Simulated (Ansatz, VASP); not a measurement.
## Two plane-wave programs on LiMo

```xyz
2
Lattice="2.6651 0.0000 0.0000 -1.3326 2.3081 0.0000 0.0000 0.0000 4.9839" Properties=species:S:1:pos:R:3 pbc="T T T"
Li    0.0000    0.0000    0.0000
Mo    0.0000    1.5387    2.4919
```

Alike in both runs: task relaxation of cell and atoms; functional PBE; k mesh 24 × 24 × 12; occupations gaussian, width 0.1 eV; no spin polarisation.

|  | VASP | Ansatz |
| --- | --- | --- |
| version | VASP 6.6.1 | Ansatz 0.2.0 |
| potentials or method | VASP PAW PBE potentials, release 64 (Li_sv, Mo_sv) | scalar-relativistic, plane waves, PAW |
| plane-wave cutoff (eV) | 600 | 420 |
| valence electrons in the cell | 17 | 17 |

```csv
,VASP,Ansatz,Ansatz less VASP
"gap on the k mesh at the Fermi level, each at its own relaxed structure (eV)",none,none,-
relaxed volume (Å³/atom),15.49,15.49,-0.002
relaxed cell length with the largest relative difference (Å),5.003,5.005,+0.0016
```

A gap of «none» marks a metal or a gap that the smearing closes.

Caveats: the cutoff is under 1.25 times the usual one of these potentials, so pressure, stress and relaxed cells hold a basis-set (Pulay) error (VASP).
